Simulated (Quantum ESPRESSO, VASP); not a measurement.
An input for Quantum ESPRESSO (PBEsol, GBRV 1.5 ultrasoft (PBESOL) pseudopotentials):

```
&CONTROL
    calculation = 'scf'
    outdir = './tmp/'
    pseudo_dir = './'
    tprnfor = .true.
    tstress = .true.
/
&SYSTEM
    ibrav = 0
    nat = 7
    ntyp = 3
    ecutwfc = 40
    ecutrho = 320
    occupations = 'fixed'
    nbnd = 32
/
&ELECTRONS
    conv_thr = 1.0d-10
    mixing_beta = 0.3
/
ATOMIC_SPECIES
Ba   137.3270  ba_pbesol_v1.uspp.F.UPF
Zr    91.2240  zr_pbesol_v1.uspp.F.UPF
O     15.9990  o_pbesol_v1.2.uspp.F.UPF
ATOMIC_POSITIONS {crystal}
Ba    0.6471700000    0.6471700000    0.0000000000
Ba    0.3528300000    0.3528300000    0.0000000000
Zr    0.0000000000    0.0000000000    0.0000000000
O     0.8436200000    0.8436200000    0.0000000000
O     0.1563800000    0.1563800000    0.0000000000
O     0.5000000000    0.0000000000    0.5000000000
O     0.0000000000    0.5000000000    0.5000000000
K_POINTS {automatic}
6 6 6  0 0 0
CELL_PARAMETERS {angstrom}
  -2.0597350000     2.0597350000     6.6427540000
   2.0597350000    -2.0597350000     6.6427540000
   2.0597350000     2.0597350000    -6.6427540000
```

### Question
Translate it to VASP.

### Answer
One set of files that does it:

### INCAR
```
# general
SYSTEM  = Ba2ZrO4
PREC    = Accurate
ENCUT   = 400
LREAL   = .False.
LASPH   = .True.

# electronic loop
EDIFF   = 1E-6
NELM    = 100
ALGO    = Normal
LMAXMIX = 4

# smearing
ISMEAR  = 0
SIGMA   = 0.01

# functional
GGA     = PS

# ions
ISIF    = 2

# output
LWAVE   = .False.
LCHARG  = .False.
```

KPOINTS:
```
kpoints
0
gamma
  6 6 6
0 0 0
```

File POSCAR:
```
Ba2ZrO4
1
   -2.0597350000     2.0597350000     6.6427540000
    2.0597350000    -2.0597350000     6.6427540000
    2.0597350000     2.0597350000    -6.6427540000
Ba Zr O
2 1 4
Direct
  0.6471700000   0.6471700000   0.0000000000
  0.3528300000   0.3528300000   0.0000000000
  0.0000000000   0.0000000000   0.0000000000
  0.8436200000   0.8436200000   0.0000000000
  0.1563800000   0.1563800000   0.0000000000
  0.5000000000   0.0000000000   0.5000000000
  0.0000000000   0.5000000000   0.5000000000
```

POTCAR, in this order: Ba_sv Zr_sv O (PBE.64 set). Program: vasp_std.

The two runs describe the same crystal, functional and task. Each code takes its own potentials, basis and convergence tests.

Fixed occupations appear in VASP as a very narrow Gaussian smearing.

The structure comes from a computed database's Ba2ZrO4 entry (I4/mmm); how it stands against other phases isn't given here. The cell was not relaxed at this level, and its volume differs by -5.9 % from the start's.
